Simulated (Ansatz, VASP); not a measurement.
# SrTiO3 (Tausonite) in two plane-wave programs

Aim: how closely do two programs agree when they are given the same cell, functional and k mesh? The cell is taken from a series of runs on this material, whose earlier steps may have relaxed, scaled, displaced or heated it; both programs get it as it stands.

Main program and level: Ansatz 0.2.0; plane waves, with VASP 6.6.1 beside it; dielectric response at PBE.

**1. The starting structure**

Symmetry: Pm-3m, No. 221, cubic system. The conventional cell has a = 3.905 Å, b = 3.905 Å, c = 3.905 Å, α = 90.00°, β = 90.00°, γ = 90.00°. Nearest to Sr lie 12 O at 2.76 Å. Nearest to Ti lie 6 O at 1.95 Å. O has 2 Ti at 1.95 Å and 4 Sr at 2.76 Å nearest. Farther neighbours and most contacts between anions are not listed.

**2. Ansatz: dielectric response, PBE**

Ansatz runs on its default PAW (the set named soft_2) files.

The response to a field tests empty states and converges slowly with the mesh.

The input, input.yaml:

```yaml
crystal:
  lattice:
    - [3.90528, 0.0, 0.0]
    - [0.0, 3.90528, 0.0]
    - [0.0, 0.0, 3.90528]
  atoms:
    - { symbol: Sr, position: [0.5, 0.5, 0.5] }
    - { symbol: Ti, position: [0.0, 0.0, 0.0] }
    - { symbol: O, position: [0.5, 0.0, 0.0] }
    - { symbol: O, position: [0.0, 0.5, 0.0] }
    - { symbol: O, position: [0.0, 0.0, 0.5] }
kpoints:
  mp_grid: { grid: [6, 6, 6] }
hamiltonian:
  xc: pbe
scf:
  occupations: { method: fixed }
dielectric: {}
```

Command:

```sh
ansatz run input.yaml --threads 8 --pin off --max-ram 14745MiB --backend cpu --events-out ev --progress --plain --runs-dir out
```

Numbers of over 12 decimals in the logs are rounded to 6 here.

The log of the run:

```text
Engine: ansatz 0.2.0, aarch64-unknown-linux-gnu
Pseudopotentials: kind: paw
Pseudopotential: Sr, paw, valence charge 10, recommended cutoff 420 eV (normal), Sr.paw.azcp
Pseudopotential: Ti, paw, valence charge 12, recommended cutoff 420 eV (normal), Ti.paw.azcp
Pseudopotential: O, paw, valence charge 6, recommended cutoff 420 eV (normal), O.paw.azcp
Functional definition: PBE
  parameter kappa = 0.804
  parameter beta = 0.066725
  exchange = pbe_x(kappa = kappa, mu = beta*pi^2/3)
  correlation = pbe_c(beta = beta)
Crystal: 5 atoms, lattice volume = 59.560 Å³
Basis set: ecut = 420 eV, 1189 PW (Γ), exchange–correlation on 54×54×54 points (8 copies of the dense FFT grid, shifted against one another)
Bands: 25, of which v1, the nominal top of the filled ones, is band 20 counted from 1 (19 counted from 0)
Symmetry: 48 space group operations
k-points: 40 of 216 (irreducible under 8 space group operations, time reversal used)
Non-local potential: Sr, projectors of the file, l = 0: 3, l = 1: 2, l = 2: 2
Non-local potential: Ti, projectors of the file, l = 0: 3, l = 1: 2, l = 2: 3, l = 3: 1
Non-local potential: O, projectors of the file, l = 0: 2, l = 1: 2, l = 2: 1
PAW form: soft (Blöchl's): semilocal exchange-correlation on the pseudo side does not see the compensation charge
PAW one-centre angular grid: Sr, 110 points (default); XC on 64 Gauss nodes
PAW one-centre angular grid: Ti, 590 points (default); XC on 64 Gauss nodes
PAW one-centre angular grid: O, 110 points (default); XC on 64 Gauss nodes
Initial density: superposition of atomic densities (neutral atoms: chi_scale 0, normalization atom), corrected by the library's trained network
Initial wavefunctions: pseudopotential atomic-orbital guess
Functional: x = pbe(κ = 0.804, μ = 0.219515), c = pbe(β = 0.066725)
SCF iter   1: F=—  HF=-7754.466121 eV  |F-HF|=—  |Δ(HF+E_count)|=         —  Δρ=1.97e-3  dr2=1.22e-3  ethr=1.77e-3  ⟨swp⟩=4.5  Hψ=4274  notcnv=0  defer=95
preconditioner: auto → Resta (q_TF=auto, 2.553 Å⁻¹)  ε∞=5.6  [insulator: Δε(μ)=1.868 eV  Ē_g=12.258 eV  n_scr=18 (ndim 8)  ℏωp=26.4 eV  f_vac=0.000  ε∞_Penn≈5.6]
SCF iter   2: F=—  HF=-7754.468066 eV  |F-HF|=—  |Δ(HF+E_count)|=   1.94e-3  Δρ=1.03e-3  dr2=2.72e-4  ethr=3.05e-6  ⟨swp⟩=3.3  Hψ=2536  notcnv=0  defer=113
SCF iter   3: F=—  HF=-7754.468128 eV  |F-HF|=—  |Δ(HF+E_count)|=   6.21e-5  Δρ=5.22e-4  dr2=4.20e-5  ethr=6.81e-7  ⟨swp⟩=2.0  Hψ=1427  notcnv=0  defer=110
SCF iter   4: F=—  HF=-7754.468171 eV  |F-HF|=—  |Δ(HF+E_count)|=   4.32e-5  Δρ=2.16e-4  dr2=6.45e-6  ethr=1.05e-7  ⟨swp⟩=2.4  Hψ=1522  notcnv=0  defer=80
SCF iter   5: F=—  HF=-7754.468172 eV  |F-HF|=—  |Δ(HF+E_count)|=   7.69e-7  Δρ=4.61e-5  dr2=4.99e-7  ethr=1.61e-8  ⟨swp⟩=2.5  Hψ=1575  notcnv=0  defer=49
SCF iter   6: F=—  HF=-7754.468179 eV  |F-HF|=—  |Δ(HF+E_count)|=   7.39e-6  Δρ=9.13e-6  dr2=5.81e-8  ethr=1.25e-9  ⟨swp⟩=2.4  Hψ=1539  notcnv=0  defer=47
SCF iter   7: F=—  HF=-7754.468179 eV  |F-HF|=—  |Δ(HF+E_count)|=   9.37e-9  Δρ=1.93e-6  dr2=2.77e-9  ethr=1.45e-10  ⟨swp⟩=2.0  Hψ=1431  notcnv=0  defer=47
SCF iter   8: F=-7754.468179 eV  HF=-7754.468179 eV  |F-HF|=1.82e-12  |Δ(HF+E_count)|=  7.11e-10  Δρ=2.95e-7  dr2=6.16e-11  ethr=1.00e-12  ⟨swp⟩=9.0  Hψ=4887  notcnv=0
SCF 1 converged in 8 iterations: F = -7754.468179 eV  dr2 = 6.16e-11
  greatest PAW one-centre occupation: 0.999 electrons in one spin orbital (limit 2), on the Ti atom at site 1 (counted from 0), in its partial waves of l = 0
DFPT response loops at Γ: preconditioner auto → none (the input reference at scf.mixing.eps_inf says where Resta's filter doesn't serve); β = 0.50; Broyden in place of MSR1
── the response to a field inside a basis, on 8×8×8 k-points: an SCF that follows is theirs, and a resumed run solves both again ──
Bands: 21, of which v1, the nominal top of the filled ones, is band 20 counted from 1 (19 counted from 0)
k-points: 20 of 512
Initial density: handed on by an earlier stage of this run
Initial wavefunctions: pseudopotential atomic-orbital guess (no wavefunctions were taken with the density)
Eigensolver: Dense (20 Hₖ)
SCF iter   1: F=—  HF=-7754.465223 eV  |F-HF|=—  |Δ(HF+E_count)|=         —  Δρ=4.69e-4  dr2=2.22e-5  ethr=1.00e-1
preconditioner: auto → Resta (q_TF=auto, 2.553 Å⁻¹)  ε∞=7.0  [insulator: Δε(μ)=2.094 eV  Ē_g=10.793 eV  n_scr=18 (ndim 8)  ℏωp=26.4 eV  f_vac=0.000  ε∞_Penn≈7.0]
SCF iter   2: F=—  HF=-7754.465230 eV  |F-HF|=—  |Δ(HF+E_count)|=   6.23e-6  Δρ=2.21e-4  dr2=8.88e-6  ethr=5.55e-8
SCF iter   3: F=—  HF=-7754.465233 eV  |F-HF|=—  |Δ(HF+E_count)|=   3.17e-6  Δρ=1.02e-4  dr2=2.21e-6  ethr=2.22e-8
SCF iter   4: F=—  HF=-7754.465233 eV  |F-HF|=—  |Δ(HF+E_count)|=   1.43e-7  Δρ=1.82e-5  dr2=1.16e-7  ethr=5.52e-9
SCF iter   5: F=-7754.465233 eV  HF=-7754.465233 eV  |F-HF|=6.12e-9  |Δ(HF+E_count)|=   2.27e-9  Δρ=3.32e-6  dr2=1.08e-8  ethr=2.89e-10
SCF 1 converged in 5 iterations: F = -7754.465233 eV  dr2 = 1.08e-8
DFPT response loops at Γ: mixed as the last ones told, above
SCF converged after 8 iterations
Free energy (F): -7754.468179 eV
Harris-Foulkes:  -7754.468179 eV  (|F-HF|=1.82e-12)
Internal energy: -7754.468179 eV  (E = F + TS)
E sigma→0 (E₀):  -7754.468179 eV
Fermi energy:    9.991411 eV
--- Per-component energies (eV) ---
  E_band       = -204.886394
  E_kinetic    = 1048.523930
  E_local      = -2384.441616  (includes V_loc(G=0)·N_el)
  E_nonlocal   = 348.035008
  E_hartree    = 834.929438
  E_xc         = -496.673954
  E_vxc        = -572.529909  (∫ρ·V_xc dr)
  E_paw        = -4213.753618  (= ΣΔE_a)
  E_vpaw       = -314.340257  (= ΣTr[D̂ρ^β])
  E_aug_tail   = 0.007572  (compensation charges beyond the density's cutoff)
  E_ewald      = -2891.094941
  E_smearing   = -0.000000  (= −TS)
  E_closure    = -0.000000  (closes the sum)
  Σ components = -7754.468179   (vs F -7754.468179, Δ=0.00e0)
--- Band table (eV; the first three rows and the last of 40) ---
  k-point 0: bands = [... 16 lower, 8.8190, 9.6460, 9.6460, 9.6460, 11.8770, 11.8770, 11.8770, 14.3364, ... 1 higher]
  k-point 1: bands = [... 16 lower, 8.5927, 8.8904, 9.4972, 9.4972, 11.9169, 12.4476, 12.4476, 14.3419, ... 1 higher]
  k-point 2: bands = [... 16 lower, 7.9128, 8.1957, 9.3321, 9.3321, 11.9996, 13.3757, 13.3757, 14.3484, ... 1 higher]
  k-point 39: bands = [... 16 lower, 6.2700, 9.9914, 9.9914, 9.9914, 14.4785, 14.4785, 14.4785, 16.9686, ... 1 higher]
--- Dielectric response (ions clamped): 3 representative field directions + reference, inside a basis on a mesh of 512 k-points (Σ response iterations 15) ---
  ε∞ (high-frequency dielectric tensor):
        6.237821     0.000000    -0.000000
        0.000000     6.237821     0.000000
       -0.000000     0.000000     6.237821
  Born effective charges Z* (e; rows j = field, columns β = displacement):
    site 0:
         2.55484    0.00000    0.00000
        -0.00000    2.55484    0.00000
        -0.00000    0.00000    2.55484
    site 1:
         7.31070    0.00000    0.00000
        -0.00000    7.31070    0.00000
        -0.00000    0.00000    7.31070
    site 2:
        -5.80957   -0.00000   -0.00000
         0.00000   -2.02799    0.00000
         0.00000    0.00000   -2.02799
    site 3:
        -2.02799    0.00000    0.00000
         0.00000   -5.80957    0.00000
        -0.00000    0.00000   -2.02799
    site 4:
        -2.02799    0.00000    0.00000
        -0.00000   -2.02799    0.00000
        -0.00000    0.00000   -5.80957
  Z* charge neutrality: 4.732e-3 e pre-enforcement
  solved inside a basis spanned on kpoints, on 8×8×8 k-points, its susceptibility summed on 10×10×10: ε∞ is read to err by 2.0e-2, Z* by 3.1e-2 e (field_mesh: kpoints solves on kpoints); Z* is corrected for what the basis lacks
```

In the SCF lines HF is the Harris–Foulkes energy and dr2 the Hartree energy of the density residual, in eV; the loop may stop once dr2 is under the threshold and the program's other checks hold. Hψ counts applications of the Hamiltonian.

[end of part 1 of 2]

[Lines on the potential files, build, host, timing and source positions are cut from VASP's logs without a mark.]

[Logs are printed without paths, hosts, clocks, repeated set-up lines and the standing remarks that a program may print on its own settings, such as how far it seeks lower states.]

[Hosts, paths, dates, database ids (printed as entryN), source tags and the programs' standing remarks are cut or masked in the printed files.]
